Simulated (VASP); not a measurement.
# Titanium with SCAN: from relaxation to properties

What structure and properties does SCAN give Titanium, and how near are they to the measured ones? The steps: full relaxation (SCAN), second relaxation, single point with fields (SCAN), bands along the symmetry lines (SCAN), density of states (SCAN) and elastic constants (SCAN). The start is a cell from a database of measured crystal structures.

Program: VASP 6.6.1. Level of theory: SCAN; plane waves and PAW (Ti_sv). Results are calculated unless marked as measured.

**What experiment says.**

For Ti, hcp alpha (recrystallized polycrystalline plate, 600 wppm oxygen, 298 K), “Impact of oxygen ordering on titanium lattice parameters” (2024, arxiv:2402.07147) gives, by XRD, Rietveld refinement: lattice constant a (a of hcp cell) 2.9536 ± 0.0001 Å [textured sample, prismatic peak absent, so a is less precise than c]; lattice constant c (c of hcp cell) 4.685 ± 0.0001 Å.

**1. Starting point**

Before any relaxation, the start is as follows. It takes space group P6_3/mmc (No. 194, hexagonal). The conventional cell has a = 2.950 Å, b = 2.950 Å, c = 4.680 Å, α = 90.00°, β = 90.00°, γ = 120.00°. Ti has 12 Ti at 2.89 to 2.95 Å nearest.

Structure file:

```
Ti
1.0
     2.95000    0.00000    0.00000
    -1.47500    2.55477    0.00000
     0.00000    0.00000    4.68000
Ti
2
Cartesian
  0.0000 1.7032 1.1700
  1.4750 0.8516 3.5100
```

**2. Full relaxation (SCAN)**

The start need not lie at this functional's minimum. ISIF = 3 frees volume, shape and positions, and EDIFFG sets the threshold on forces and stress at which the search stops. SCAN adds the kinetic-energy density; it is numerically more delicate than r2SCAN.

Input file INCAR:

```
SYSTEM = Ti
PREC = Accurate
ENCUT = 400
EDIFF = 1E-06
NELM = 100
ISMEAR = 1
SIGMA = 0.2
LREAL = .FALSE.
ALGO = Normal
METAGGA = SCAN
LASPH = .TRUE.
NBANDS = 18
LORBIT = 11
LWAVE = .FALSE.
LCHARG = .FALSE.
KPAR = 2
IBRION = 2
NSW = 60
ISIF = 3
EDIFFG = -0.01
```

Input file POSCAR:

```
Ti
1.0
    2.9500000000      0.0000000000      0.0000000000
   -1.4750000000      2.5547749412      0.0000000000
    0.0000000000      0.0000000000      4.6800000000
Ti
2
Direct
    0.3333333333      0.6666666667      0.2500000000
    0.6666666667      0.3333333333      0.7500000000
```

Input file KPOINTS:

```
Automatic mesh
0
Gamma
9 9 5
0 0 0
```

PAW data sets: Ti_sv (PBE family, release 64).

Launch:

```console
> mpirun -np 2 vasp_std
```

The log of the run:

```text
[banner, memory and clock lines left out]
running    2 mpi-ranks, on    1 nodes
 distrk:  each k-point on    1 cores,    2 groups
 distr:  one band on    1 cores,    1 groups

 POSCAR found type information on POSCAR Ti
 POSCAR found :  1 types and       2 ions
|                                                                             |
|               ----> ADVICE to this user running VASP <----                  |
|                                                                             |
|     You enforced a specific xc type in the INCAR file but a different       |
|     [... a line on the potential file left out ...]
|     I HOPE YOU KNOW WHAT YOU ARE DOING!                                     |
|                                                                             |

 LDA part: xc-table for (None), standard interpolation
 POSCAR, INCAR and KPOINTS ok, starting setup
 FFT: planning ... GRIDC
 FFT: planning ... GRID_SOFT
 FFT: planning ... GRID
 WAVECAR not read
 entering main loop
       N       E                     dE             d eps       ncg     rms          rms(c)
DAV:   1     0.220729238445E+03    0.22073E+03   -0.11855E+04  1312   0.145E+03
DAV:   2    -0.949454551720E+01   -0.23022E+03   -0.22735E+03  1316   0.426E+02
DAV:   3    -0.392399032437E+02   -0.29745E+02   -0.29488E+02  2456   0.126E+02
DAV:   4    -0.405914525385E+02   -0.13515E+01   -0.13507E+01  1464   0.276E+01
DAV:   5    -0.406515045736E+02   -0.60052E-01   -0.60043E-01  2058   0.432E+00    0.145E+01
DAV:   6    -0.320548706034E+02    0.85966E+01   -0.16144E+01  1476   0.478E+01    0.280E+00
DAV:   7    -0.319975096609E+02    0.57361E-01   -0.99757E-01  1510   0.794E+00    0.165E+00
DAV:   8    -0.320306383902E+02   -0.33129E-01   -0.89797E-02  1760   0.343E+00    0.363E-01
DAV:   9    -0.320396921899E+02   -0.90538E-02   -0.97043E-03  1752   0.742E-01    0.865E-02
DAV:  10    -0.320411175016E+02   -0.14253E-02   -0.10999E-03  1846   0.284E-01    0.583E-02
DAV:  11    -0.320417461144E+02   -0.62861E-03   -0.31183E-04  1994   0.157E-01    0.231E-02
DAV:  12    -0.320418852062E+02   -0.13909E-03   -0.47817E-05  1558   0.771E-02    0.818E-03
DAV:  13    -0.320420794628E+02   -0.19426E-03   -0.61540E-06  1534   0.215E-02    0.330E-03
DAV:  14    -0.320420906774E+02   -0.11215E-04   -0.60558E-07   782   0.964E-03    0.112E-03
DAV:  15    -0.320420857324E+02    0.49450E-05   -0.14130E-07   714   0.422E-03    0.870E-05
DAV:  16    -0.320420811887E+02    0.45437E-05   -0.38005E-08   700   0.195E-03    0.839E-05
DAV:  17    -0.320420810850E+02    0.10367E-06   -0.13658E-08   708   0.116E-03
   1 F= -.32042081E+02 E0= -.32043996E+02  d E =-.320421E+02
 curvature:   0.00 expect dE= 0.000E+00 dE for cont linesearch  0.000E+00
 trial: gam= 0.00000 g(F)=  0.115E-45 g(S)=  0.305E-01 ort = 0.000E+00 (trialstep = 0.100E+01)
 search vector abs. value=  0.305E-01
 bond charge predicted
       N       E                     dE             d eps       ncg     rms          rms(c)
DAV:   1    -0.327067811894E+02   -0.66470E+00   -0.17412E+01  1656   0.535E+01    0.672E+00
DAV:   2    -0.320852496168E+02    0.62153E+00   -0.31584E+00  1720   0.198E+01    0.233E+00
DAV:   3    -0.320303665924E+02    0.54883E-01   -0.57219E-01  1740   0.539E+00    0.855E-01
DAV:   4    -0.320353075749E+02   -0.49410E-02   -0.97628E-02  1612   0.246E+00    0.156E-01
DAV:   5    -0.320433105806E+02   -0.80030E-02   -0.17970E-02  1706   0.916E-01    0.277E-01
DAV:   6    -0.320526546690E+02   -0.93441E-02   -0.13208E-02  1716   0.562E-01    0.121E-01
DAV:   7    -0.320544091008E+02   -0.17544E-02   -0.72615E-04  1814   0.179E-01    0.479E-02
DAV:   8    -0.320550787672E+02   -0.66967E-03   -0.53891E-04  1622   0.176E-01    0.156E-02
DAV:   9    -0.320553774508E+02   -0.29868E-03   -0.41448E-05  1878   0.616E-02    0.290E-03
DAV:  10    -0.320553440894E+02    0.33361E-04   -0.22993E-06  1144   0.121E-02    0.123E-03
DAV:  11    -0.320553421684E+02    0.19210E-05   -0.62290E-07   688   0.775E-03    0.163E-03
DAV:  12    -0.320553085596E+02    0.33609E-04   -0.10604E-06   978   0.639E-03    0.407E-04
DAV:  13    -0.320553036962E+02    0.48634E-05   -0.15925E-07   674   0.367E-03    0.159E-04
DAV:  14    -0.320553034908E+02    0.20540E-06   -0.56066E-08   666   0.183E-03
   2 F= -.32055303E+02 E0= -.32057541E+02  d E =-.132224E-01
[...]
3 F= -.32057271E+02 E0= -.32059438E+02  d E =-.151903E-01
[...]
4 F= -.32056496E+02 E0= -.32058602E+02  d E =-.144145E-01
[...]
5 F= -.32056599E+02 E0= -.32058709E+02  d E =-.145179E-01
[...]
6 F= -.32056907E+02 E0= -.32059228E+02  d E =-.307523E-03
[...]
7 F= -.32056953E+02 E0= -.32059333E+02  d E =-.354032E-03
 curvature:  -0.53 expect dE=-0.102E-04 dE for cont linesearch -0.102E-04
 ZBRENT: increasing intervall
 opt :   1.7018  next Energy=   -32.056961 (dE=-0.362E-03)
 bond charge predicted
       N       E                     dE             d eps       ncg     rms          rms(c)
DAV:   1    -0.320573135868E+02   -0.36078E-03   -0.23350E-02  1392   0.216E+00    0.151E-01
DAV:   2    -0.320570890128E+02    0.22457E-03   -0.14754E-03  1296   0.396E-01    0.774E-02
DAV:   3    -0.320569917332E+02    0.97280E-04   -0.25272E-04  1722   0.177E-01    0.933E-03
DAV:   4    -0.320569895558E+02    0.21774E-05   -0.24152E-05  1380   0.552E-02    0.457E-03
DAV:   5    -0.320569823644E+02    0.71914E-05   -0.14113E-06   938   0.141E-02    0.127E-03
DAV:   6    -0.320569858662E+02   -0.35018E-05   -0.28960E-07   686   0.692E-03    0.433E-04
DAV:   7    -0.320569862526E+02   -0.38641E-06   -0.90654E-08   658   0.349E-03
   8 F= -.32056986E+02 E0= -.32059479E+02  d E =-.387270E-03
 curvature:  -0.43 expect dE=-0.468E-05 dE for cont linesearch -0.446E-05
 trial: gam= 0.00000 g(F)=  0.362E-46 g(S)=  0.109E-04 ort =-0.667E-04 (trialstep = 0.107E+01)
 search vector abs. value=  0.109E-04
 reached required accuracy - stopping structural energy minimisation
```

Elapsed: 1.8 min, on 2 MPI ranks of AMD EPYC 9R45, shared host; peak memory 0.24 GiB; 3.5 min of CPU time.

The logs omit lines about the potential files and the build; timing stands in the text.

OUTCAR, selected parts (step 2):

```text
ion  position               nearest neighbor table
   1  0.333  0.667  0.250-   2 2.89   2 2.89   2 2.89   2 2.89   2 2.89   2 2.89
   2  0.667  0.333  0.750-   1 2.89   1 2.89   1 2.89   1 2.89   1 2.89   1 2.89

  LATTYP: Found a hexagonal cell.
 ALAT       =     2.9500000000
 C/A-ratio  =     1.5864406780

 Subroutine GETGRP returns: Found 24 space group operations
 (whereof 12 operations were pure point group operations)

The static configuration has the point symmetry D_3d.
 The point group associated with its full space group is D_6h.

 Found     36 irreducible k-points:

   k-points           NKPTS =     36   k-points in BZ     NKDIM =     36   number of bands    NBANDS=     18

   dimension x,y,z NGX =    20 NGY =   20 NGZ =   32
   dimension x,y,z NGXF=    40 NGYF=   40 NGZF=   64

   ENCUT  =  400.0 eV  29.40 Ry    5.42 a.u.   4.81  4.81  7.63*2*pi/ulx,y,z

   NELECT =      24.0000    total number of electrons

 k-points in reciprocal lattice and weights: Automatic mesh
   0.00000000  0.00000000  0.00000000       0.002
   0.11111111  0.00000000  0.00000000       0.015
   0.22222222  0.00000000  0.00000000       0.015
   0.33333333  0.00000000  0.00000000       0.015
   0.44444444  0.00000000  0.00000000       0.015
   0.11111111  0.11111111  0.00000000       0.015
   0.22222222  0.11111111  0.00000000       0.030
   0.33333333  0.11111111  0.00000000       0.030
   0.44444444  0.11111111  0.00000000       0.015
[...]
0.33333333  0.22222222  0.40000000       0.059
   0.33333333  0.33333333  0.40000000       0.010

 average (electrostatic) potential at core
       1 -76.8942       2 -76.8942

 E-fermi :   8.5379

 k-point     1 :       0.0000    0.0000    0.0000
  band No.  band energies     occupation
    ...
      6     -25.5545      2.00000
      7     -25.5234      2.00000
      8     -25.5232      2.00000
      9       1.9652      2.00000
     10       5.6346      2.00000
     11       9.2355     -0.00001
     12       9.3981     -0.00000
     13       9.3983     -0.00000
     14       9.4936     -0.00000
     15       9.9349     -0.00000
    ...

 k-point     2 :       0.1111    0.0000    0.0000
  band No.  band energies     occupation
    ...
      6     -25.5831      2.00000
      7     -25.5674      2.00000
      8     -25.5307      2.00000
      9       2.3211      2.00000
     10       5.9058      2.00000
     11       8.6783      0.07886
     12       8.8743     -0.03867
     13       9.6540     -0.00000
     14       9.7281     -0.00000
     15       9.9031     -0.00000
    ...

 k-point     3 :       0.2222    0.0000    0.0000
  band No.  band energies     occupation
    ...
      8     -25.5515      2.00000
      9       3.3049      2.00000
     10       6.4901      2.00000
     11       7.7576      2.00000
     12       8.1935      2.03520
     13       9.3935     -0.00000
     14       9.7249     -0.00000
     15       9.7972     -0.00000
     16      10.3640     -0.00000
     17      10.4638     -0.00000
    ...

  Total       -0.0105920     -0.0105920      0.0151260      0.0000000     -0.0000000     -0.0000000
  in kB       -0.4949276     -0.4949276      0.7067884      0.0000000     -0.0000000     -0.0000000
  external PRESSURE =      -0.0943556 kB  Pullay stress =       0.0000000 kB

  energy-cutoff  :      400.00
  volume of cell :       34.29
      direct lattice vectors                 reciprocal lattice vectors
     2.930074131  0.000000000  0.000000000     0.341288293  0.197042888  0.000000000
    -1.465037066  2.537518633  0.000000000     0.000000000  0.394085776  0.000000000
     0.000000000 -0.000000000  4.611675725     0.000000000 -0.000000000  0.216840918

 POSITION                                       TOTAL-FORCE (eV/Angst)
 -----------------------------------------------------------------------------------
     -0.00000      1.69168      1.15292        -0.000000     -0.000000      0.000000
      1.46504      0.84584      3.45876         0.000000      0.000000      0.000000
 -----------------------------------------------------------------------------------
    total drift:                               -0.000000      0.000000     -0.000000

  FREE ENERGIE OF THE ION-ELECTRON SYSTEM (eV)
  ---------------------------------------------------
  free  energy   TOTEN  =       -32.0569862526 eV

  energy  without entropy=      -32.0644637872  energy(sigma->0) =      -32.05947876

 reached required accuracy - stopping structural energy minimisation

 total charge
# of ion       s       p       d       tot
------------------------------------------
    1        2.250   6.138   1.845  10.233
    2        2.250   6.138   1.845  10.233
--------------------------------------------------
tot          4.500  12.276   3.690  20.466

[... 3 further parts left out ...]
```

The k-mesh is coarse for a metal. The PAW data sets were made with PBE, which is usual practice but a small mismatch for other functionals. The run keeps the 24 symmetry operations of its start, so it cannot find a distortion of lower symmetry.

Relaxation path:

| step | energy less that of the first step (eV) | largest force (eV/Å) | pressure (GPa) | volume (Å³) |
| --- | --- | --- | --- | --- |
| 1 | 0.0000 | 0.0000 | -2.94 | 35.27 |
| 2 | -0.0132 | 0.0000 | 2.39 | 33.64 |
| 3 | -0.0152 | 0.0000 | 1.01 | 34.03 |
| 4 | -0.0144 | 0.0000 | -0.02 | 34.33 |
| 5 | -0.0145 | 0.0000 | 0.04 | 34.31 |
| 6 | -0.0148 | 0.0000 | 0.01 | 34.30 |
| 7 | -0.0149 | 0.0000 | 0.00 | 34.29 |
| 8 | -0.0149 | 0.0000 | -0.01 | 34.29 |

| conventional cell, symmetrised | before | after | change |
| --- | --- | --- | --- |
| a (Å) | 2.950 | 2.930 | -0.7 % |
| b (Å) | 2.950 | 2.930 | -0.7 % |
| c (Å) | 4.680 | 4.612 | -1.5 % |
| volume (Å³/atom) | 17.64 | 17.14 | -2.8 % |

Final coordinates:

```xyz
2
Lattice="2.9301 0.0000 0.0000 -1.4650 2.5375 0.0000 0.0000 0.0000 4.6117" Properties=species:S:1:pos:R:3 pbc="T T T"
Ti    0.0000    1.6917    1.1529
Ti    1.4650    0.8458    3.4588
```

This step gave:

```yaml
electrons: 24
bands: 18
irreducible_k_points: 36
symmetry_operations: 24
free_energy_toten: -32.06 eV
energy_at_zero_smearing: -32.06 eV
fermi_energy: 8.538 eV
pressure: -0.009436 GPa
metallic: yes
scf_cycles_over_all_ionic_steps: 91
```

It ends with forces that vanish by symmetry and a pressure of -0.01 GPa. The volume lies -2.8 % from that of the database's start, which holds the thermal and zero-point expansion of its experiment.

[end of part 1 of 3]

[Lines on the potential files, build, host, timing and source positions are cut from VASP's logs without a mark.]

[Logs are printed without paths, hosts, clocks, repeated set-up lines and the standing remarks that a program may print on its own settings, such as how far it seeks lower states.]

[Hosts, paths, dates, database ids (printed as entryN), source tags and the programs' standing remarks are cut or masked in the printed files.]

[A measured line is paired with the nearest computed mode of its activity, which favours agreement.]
